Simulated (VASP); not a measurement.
**What goes wrong when W (Tungsten) is relaxed with a bad input**

Some relaxations of W (Tungsten) get a fault in the input on purpose. Which of them show, and how? The starting structure is a measured crystal structure from the Crystallography Open Database.

Main program and level: VASP 6.6.1; Kohn-Sham DFT with plane waves and PAW; PBEsol.

**1. The starting structure**

Symmetry: Im-3m, No. 229, cubic system. The conventional cell has a = 3.165 Å, b = 3.165 Å, c = 3.165 Å, α = 90.00°, β = 90.00°, γ = 90.00°. W has 8 W at 2.74 Å nearest.

**2. Reference relaxation**

File INCAR:

```
SYSTEM = W
PREC = Accurate
ENCUT = 450
EDIFF = 1E-06
NELM = 100
ISMEAR = 1
SIGMA = 0.1
LREAL = .FALSE.
ALGO = Normal
GGA = PS
NBANDS = 9
LORBIT = 11
LWAVE = .FALSE.
LCHARG = .FALSE.
KPAR = 2
IBRION = 2
NSW = 50
ISIF = 3
EDIFFG = -0.01
```

File POSCAR:

```
W
1.0
   -1.5823450000      1.5823450000      1.5823450000
    1.5823450000     -1.5823450000      1.5823450000
    1.5823450000      1.5823450000     -1.5823450000
W
1
Direct
    0.0000000000      0.0000000000      0.0000000000
```

File KPOINTS:

```
Automatic mesh
0
Gamma
12 12 12
0 0 0
```

Potentials, in the order of the species: W (PBE family, release 64).

The run is started by

```
$ mpirun -np 2 vasp_std
```

Log:

```text
[banner, memory and clock lines left out]
running    2 mpi-ranks, on    1 nodes
 distrk:  each k-point on    1 cores,    2 groups
 distr:  one band on    1 cores,    1 groups

 POSCAR found type information on POSCAR W
 POSCAR found :  1 types and       1 ions
|                                                                             |
|               ----> ADVICE to this user running VASP <----                  |
|                                                                             |
|     You enforced a specific xc type in the INCAR file but a different       |
|     [... a line on the potential file left out ...]
|     I HOPE YOU KNOW WHAT YOU ARE DOING!                                     |
|                                                                             |

 LDA part: xc-table for (Slater+PW92), standard interpolation
 POSCAR, INCAR and KPOINTS ok, starting setup
 FFT: planning ... GRIDC
 FFT: planning ... GRID_SOFT
 FFT: planning ... GRID
 WAVECAR not read
 entering main loop
       N       E                     dE             d eps       ncg     rms          rms(c)
DAV:   1     0.524080235768E+01    0.52408E+01   -0.27447E+03  1304   0.507E+02
DAV:   2    -0.142195977534E+02   -0.19460E+02   -0.18738E+02  1505   0.123E+02
DAV:   3    -0.146146816207E+02   -0.39508E+00   -0.39385E+00  1568   0.139E+01
DAV:   4    -0.146155727992E+02   -0.89118E-03   -0.89115E-03  1493   0.684E-01
DAV:   5    -0.146155747505E+02   -0.19513E-05   -0.19518E-05  1464   0.298E-02    0.213E+01
DAV:   6    -0.140849048658E+02    0.53067E+00   -0.40380E-01  1404   0.404E+00    0.104E+01
DAV:   7    -0.138785479951E+02    0.20636E+00   -0.46791E-01  1457   0.421E+00    0.317E-01
DAV:   8    -0.138765554480E+02    0.19925E-02   -0.23897E-03  1391   0.368E-01    0.145E-01
DAV:   9    -0.138762616037E+02    0.29384E-03   -0.22719E-04  1532   0.678E-02    0.221E-02
DAV:  10    -0.138762612260E+02    0.37762E-06   -0.30647E-05  1538   0.375E-02    0.257E-02
DAV:  11    -0.138762596758E+02    0.15502E-05   -0.16882E-06  1264   0.104E-02    0.151E-03
DAV:  12    -0.138762596935E+02   -0.17751E-07   -0.15706E-08   676   0.999E-04
   1 F= -.13876260E+02 E0= -.13875979E+02  d E =-.138763E+02
[...]
2 F= -.13802419E+02 E0= -.13802330E+02  d E =0.738405E-01
[...]
3 F= -.13882164E+02 E0= -.13881857E+02  d E =-.590450E-02
 curvature:  -0.10 expect dE=-0.816E-05 dE for cont linesearch -0.816E-05
 ZBRENT: interpolating
 opt :   0.2218  next Energy=   -13.882172 (dE=-0.591E-02)
 bond charge predicted
       N       E                     dE             d eps       ncg     rms          rms(c)
DAV:   1    -0.138821728713E+02   -0.87229E-05   -0.14183E-04  1299   0.865E-02    0.379E-02
DAV:   2    -0.138821707124E+02    0.21589E-05   -0.25523E-06  1385   0.119E-02    0.155E-02
DAV:   3    -0.138821705881E+02    0.12434E-06   -0.13993E-06   664   0.783E-03
   4 F= -.13882171E+02 E0= -.13881864E+02  d E =-.591089E-02
 curvature:  -0.10 expect dE=-0.268E-07 dE for cont linesearch -0.268E-07
 trial: gam= 0.00000 g(F)=  0.859E-65 g(S)=  0.268E-06 ort =-0.119E-03 (trialstep = 0.844E+00)
 search vector abs. value=  0.268E-06
 reached required accuracy - stopping structural energy minimisation
```

The job ended after 4.8 s (2 MPI ranks of Intel Xeon 6975P-C (Granite Rapids), shared host; peak memory 0.26 GiB).

The logs omit lines about the potential files and the build; timing stands in the text.

From OUTCAR (step 2):

```text
ion  position               nearest neighbor table
   1  0.000  0.000  0.000-

  LATTYP: Found a body centered cubic cell.
 ALAT       =     3.1646900000

 Subroutine GETGRP returns: Found 48 space group operations
 (whereof 48 operations were pure point group operations)

The static configuration has the point symmetry O_h .

 Found     72 irreducible k-points:

   k-points           NKPTS =     72   k-points in BZ     NKDIM =     72   number of bands    NBANDS=      9

   dimension x,y,z NGX =    20 NGY =   20 NGZ =   20
   dimension x,y,z NGXF=    40 NGYF=   40 NGZF=   40

   ENCUT  =  450.0 eV  33.07 Ry    5.75 a.u.   4.74  4.74  4.74*2*pi/ulx,y,z

   NELECT =       6.0000    total number of electrons

 k-points in reciprocal lattice and weights: Automatic mesh
   0.00000000  0.00000000  0.00000000       0.001
   0.08333333  0.00000000  0.00000000       0.007
   0.16666667  0.00000000  0.00000000       0.007
   0.25000000  0.00000000  0.00000000       0.007
   0.33333333  0.00000000  0.00000000       0.007
   0.41666667  0.00000000  0.00000000       0.007
   0.50000000  0.00000000  0.00000000       0.003
   0.08333333  0.08333333  0.00000000       0.014
   0.16666667  0.08333333  0.00000000       0.028
[...]
0.50000000  0.50000000  0.41666667       0.007
   0.50000000  0.50000000  0.50000000       0.001

 average (electrostatic) potential at core
       1 -37.4518

 E-fermi :   7.7947

 k-point     1 :       0.0000    0.0000    0.0000
  band No.  band energies     occupation
      1      -1.8764      2.00000
      2       6.5982      2.00000
      3       6.5982      2.00000
      4       6.5982      2.00000
      5      10.1198      0.00000
      6      10.1198      0.00000
      7      23.2093      0.00000
      8      23.2093      0.00000
      9      23.2093      0.00000

 k-point     2 :       0.0833    0.0000    0.0000
  band No.  band energies     occupation
      1      -1.5435      2.00000
      2       6.3937      2.00000
      3       6.5471      2.00000
      4       6.9333      2.00000
      5       9.8166      0.00000
      6      10.1267      0.00000
      7      23.4889      0.00000
      8      23.7911      0.00000
      9      24.0156      0.00000

 k-point     3 :       0.1667    0.0000    0.0000
  band No.  band energies     occupation
      1      -0.6289      2.00000
      2       5.8787      2.00000
      3       6.2914      2.00000
      4       7.9136     -0.07051
      5       9.4196     -0.00000
      6      10.1783      0.00000
      7      23.9333      0.00000
      8      25.4269      0.00000
    ...

  Total        0.0013597      0.0013597      0.0013597      0.0000000     -0.0000000      0.0000000
  in kB        0.1401670      0.1401670      0.1401670      0.0000000     -0.0000000      0.0000000
  external PRESSURE =       0.1401670 kB  Pullay stress =       0.0000000 kB

  energy-cutoff  :      450.00
  volume of cell :       15.54
      direct lattice vectors                 reciprocal lattice vectors
    -1.572117595  1.572117595  1.572117595     0.000000000  0.318042366  0.318042366
     1.572117595 -1.572117595  1.572117595     0.318042366  0.000000000  0.318042366
     1.572117595  1.572117595 -1.572117595     0.318042366  0.318042366  0.000000000

 POSITION                                       TOTAL-FORCE (eV/Angst)
 -----------------------------------------------------------------------------------
      3.14424      0.00000      0.00000        -0.000000      0.000000      0.000000
 -----------------------------------------------------------------------------------
    total drift:                                0.000000      0.000000      0.000000

  FREE ENERGIE OF THE ION-ELECTRON SYSTEM (eV)
  ---------------------------------------------------
  free  energy   TOTEN  =       -13.8821705881 eV

  energy  without entropy=      -13.8812520826  energy(sigma->0) =      -13.88186442

 reached required accuracy - stopping structural energy minimisation

 total charge
# of ion       s       p       d       tot
------------------------------------------
    1        0.681   0.740   4.222   5.644

[... 3 further parts left out ...]
```

The PAW data sets were made with PBE, which is usual practice but a small mismatch for other functionals. The data set W keeps the semicore shell frozen, which is cheaper and a little less accurate. The run keeps the 48 symmetry operations of its start, so it cannot find a distortion of lower symmetry.

The reference relaxation ends at 15.542 Å³ an atom.

**3. Relaxation with a functional's name that the tag doesn't take**

A slip made on purpose: a functional's name that the tag doesn't take. Against step 2 the input has GGA = PBESOL (also changed: NELM).

Changes to INCAR since step 2:

```diff
@@ -4,3 +4,3 @@
 EDIFF = 1E-06
-NELM = 100
+NELM = 60
 ISMEAR = 1
@@ -9,3 +9,3 @@
 ALGO = Normal
-GGA = PS
+GGA = PBESOL
 NBANDS = 9
```

POSCAR is that of step 2.

KPOINTS is that of step 2.

The run is started by

```
$ mpirun -np 2 vasp_std
```

Log:

```text
[banner, memory and clock lines left out]
running    2 mpi-ranks, on    1 nodes
[...]
|                                                                             |
|     EEEEEEE  RRRRRR   RRRRRR   OOOOOOO  RRRRRR      ###     ###     ###     |
|     E        R     R  R     R  O     O  R     R     ###     ###     ###     |
|     E        R     R  R     R  O     O  R     R     ###     ###     ###     |
|     EEEEE    RRRRRR   RRRRRR   O     O  RRRRRR       #       #       #      |
|     E        R   R    R   R    O     O  R   R                               |
|     E        R    R   R    R   O     O  R    R      ###     ###     ###     |
|     EEEEEEE  R     R  R     R  OOOOOOO  R     R     ###     ###     ###     |
|                                                                             |
|     Error: One of the selected functionals does not exist.                  |
|                                                                             |
|       ---->  I REFUSE TO CONTINUE WITH THIS SICK JOB ... BYE!!! <----       |
|                                                                             |

1
1
```

Run time: 2.6 s. Hardware: 2 MPI ranks.

VASP stopped with this message: “Error: One of the selected functionals does not exist”.

**4. Relaxation with the cell held fixed (ISIF = 2)**

A slip made on purpose: the cell held fixed (ISIF = 2). Against step 2 the input has ISIF = 2 (also changed: NELM).

Changes to INCAR since step 3:

```diff
@@ -9,3 +9,3 @@
 ALGO = Normal
-GGA = PBESOL
+GGA = PS
 NBANDS = 9
@@ -17,3 +17,3 @@
 NSW = 50
-ISIF = 3
+ISIF = 2
 EDIFFG = -0.01
```

POSCAR is that of step 3.

KPOINTS is that of step 3.

The run is started by

```
$ mpirun -np 2 vasp_std
```

Log:

```text
[banner, memory and clock lines left out]
running    2 mpi-ranks, on    1 nodes
[...]
[... a notice as in an earlier step ...]

 LDA part: xc-table for (Slater+PW92), standard interpolation
 POSCAR, INCAR and KPOINTS ok, starting setup
[...]
entering main loop
       N       E                     dE             d eps       ncg     rms          rms(c)
[... 12 cycles as in an earlier step ...]
   1 F= -.13876260E+02 E0= -.13875979E+02  d E =-.138763E+02
[...]
reached required accuracy - stopping structural energy minimisation
```

Elapsed: 2.2 s, on 2 MPI ranks; peak memory 0.24 GiB; 3.5 s of CPU time.

Parts of OUTCAR (step 4):

```text
  Total       -0.6040265     -0.6040265     -0.6040265      0.0000000     -0.0000000     -0.0000000
  in kB      -61.0664991    -61.0664991    -61.0664991      0.0000000     -0.0000000     -0.0000000
  external PRESSURE =     -61.0664991 kB  Pullay stress =       0.0000000 kB

 POSITION                                       TOTAL-FORCE (eV/Angst)
 -----------------------------------------------------------------------------------
      0.00000      0.00000      0.00000        -0.000000      0.000000      0.000000
 -----------------------------------------------------------------------------------
    total drift:                                0.000000      0.000000      0.000000

  FREE ENERGIE OF THE ION-ELECTRON SYSTEM (eV)
  ---------------------------------------------------
  free  energy   TOTEN  =       -13.8762596935 eV

  energy  without entropy=      -13.8754163013  energy(sigma->0) =      -13.87597856

[... 2 parts as in an earlier step ...]

[... 2 further parts left out ...]
[key lines of the parts left out:]
E-fermi :   7.5559
```

With the cell held fixed (ISIF = 2) the cell ends at 15.848 Å³ an atom, +1.96 % from the reference.

**5. Relaxation with a k mesh far too coarse**

A slip made on purpose: a k mesh far too coarse. Against step 2 the input has a 2×2×2 mesh (also changed: NELM, NCORE and KPAR).

Changes to INCAR since step 4:

```diff
@@ -14,6 +14,6 @@
 LCHARG = .FALSE.
-KPAR = 2
+NCORE = 2
 IBRION = 2
 NSW = 50
-ISIF = 2
+ISIF = 3
 EDIFFG = -0.01
```

POSCAR is that of step 4.

File KPOINTS:

```
Automatic mesh
0
Gamma
2 2 2
0 0 0
```

The run is started by

```
$ mpirun -np 2 vasp_std
```

Log:

```text
[banner, memory and clock lines left out]
running    2 mpi-ranks, on    1 nodes
[...]
[... a notice as in an earlier step ...]

 LDA part: xc-table for (Slater+PW92), standard interpolation
 POSCAR, INCAR and KPOINTS ok, starting setup
[...]
entering main loop
       N       E                     dE             d eps       ncg     rms          rms(c)
DAV:   1     0.838123356421E+01    0.83812E+01   -0.30904E+03    54   0.515E+02
DAV:   2    -0.139738185671E+02   -0.22355E+02   -0.22265E+02    66   0.134E+02
DAV:   3    -0.143364491022E+02   -0.36263E+00   -0.36166E+00    56   0.120E+01
DAV:   4    -0.143375075453E+02   -0.10584E-02   -0.10584E-02    55   0.747E-01
[...]
DAV:   9    -0.131169751645E+02    0.20089E-03   -0.42861E-04    55   0.126E-01    0.209E-02
DAV:  10    -0.131169718769E+02    0.32876E-05   -0.38387E-06    60   0.194E-02    0.245E-02
DAV:  11    -0.131169721144E+02   -0.23745E-06   -0.22599E-07    27   0.305E-03
   1 F= -.13116972E+02 E0= -.13118422E+02  d E =-.131170E+02
[...]
DAV:   4    -0.130912109153E+02    0.31608E-04   -0.26070E-05    53   0.339E-02    0.192E-02
DAV:   5    -0.130912051879E+02    0.57274E-05   -0.19730E-05    53   0.216E-02    0.470E-03
DAV:   6    -0.130912049756E+02    0.21231E-06   -0.10414E-06    45   0.491E-03
   2 F= -.13091205E+02 E0= -.13092654E+02  d E =0.257671E-01
 trial-energy change:    0.025767  1 .order    0.025116   -0.016728    0.066960
 step:   0.1926(harm=  0.1999)  dis= 0.00000  next Energy=   -13.118579 (dE=-0.161E-02)
[...]
N       E                     dE             d eps       ncg     rms          rms(c)
DAV:   1    -0.131275167133E+02   -0.36312E-01   -0.52437E-01    54   0.495E+00    0.258E+00
DAV:   2    -0.131213399011E+02    0.61768E-02   -0.33300E-03    54   0.372E-01    0.132E+00
DAV:   3    -0.131185516242E+02    0.27883E-02   -0.45178E-03    54   0.421E-01    0.495E-02
DAV:   4    -0.131185370292E+02    0.14595E-04   -0.20084E-05    53   0.283E-02    0.964E-03
DAV:   5    -0.131185368956E+02    0.13362E-06   -0.10176E-05    53   0.174E-02    0.308E-03
DAV:   6    -0.131185360370E+02    0.85854E-06   -0.37668E-07    28   0.259E-03
   3 F= -.13118536E+02 E0= -.13119986E+02  d E =-.156392E-02
[...]
reached required accuracy - stopping structural energy minimisation
```

Run time: 1.2 s. Hardware: 2 MPI ranks; peak memory 0.21 GiB.

(Part 1 of 2 ends here.)

[Lines on the potential files, build, host, timing and source positions are cut from VASP's logs without a mark.]

[Logs are printed without paths, hosts, clocks, repeated set-up lines and the standing remarks that a program may print on its own settings, such as how far it seeks lower states.]

[Hosts, paths, dates, database ids (printed as entryN), source tags and the programs' standing remarks are cut or masked in the printed files.]
